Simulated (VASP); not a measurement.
All values below come from PBE GGA with D3 dispersion (Becke-Johnson damping), VASP's PBE PAW potentials (set 64) (plane waves; VASP). For the first row: Settings: 520 eV cut-off, 10×10×10 Γ-centred mesh, first-order Methfessel-Paxton smearing of 0.10 eV, potentials Co Si.

```
system                 energy (eV/atom)
---------------------  ----------------
CoSi$_{2}$ (fluorite)           -6.8809
Co (hcp)                        -7.4601
Si (diamond)                    -5.7348
```

The references are the elements' solids at the same level; no temperature or zero-point terms are added.

**Question.** What is the formation energy per atom of CoSi2?

**Answer.** The references average (1×(-7.4601) + 2×(-5.7348))/3 = -6.3099 eV, so the formation energy is -6.8809 − (-6.3099) = -0.571 eV/atom.
